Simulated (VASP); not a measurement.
Data:

```
CELL_PARAMETERS angstrom
     -1.22205     1.22205     1.22205
      1.22205    -1.22205     1.22205
      1.22205     1.22205    -1.22205
ATOMIC_POSITIONS crystal
  C  0.00000 0.00000 0.00000
```

These are r2SCAN meta-GGA, VASP's PBE PAW potentials (set 64) (plane waves; VASP) values and carry that method's errors. Settings: 520 eV cut-off, 13×13×13 Γ-centred mesh, Gaussian smearing of 0.050 eV, potentials C.

Energy and stress use the plane-wave basis of the starting cell.

### Question
The ions, cell shape and volume are relaxed. What does this cell relax into?

### Answer

```
CELL_PARAMETERS angstrom
     -1.19127     1.19127     1.19127
      1.19127    -1.19127     1.19127
      1.19127     1.19127    -1.19127
ATOMIC_POSITIONS crystal
  C  0.00000 0.00000 0.00000
```
Space group Im-3m (229), at a tolerance of 0.03 Å.

### Question
How do energy and volume change from the first to the last step?

### Answer
The energy (σ→0) changes by -21.0 meV/atom and the volume by -7.4 %, in 3 ionic steps.

The structure was generated: C was put into the bcc type (Im-3m), which need not be its known phase. This run relaxes it. Symmetry was kept, so distortions that lower it aren't found.
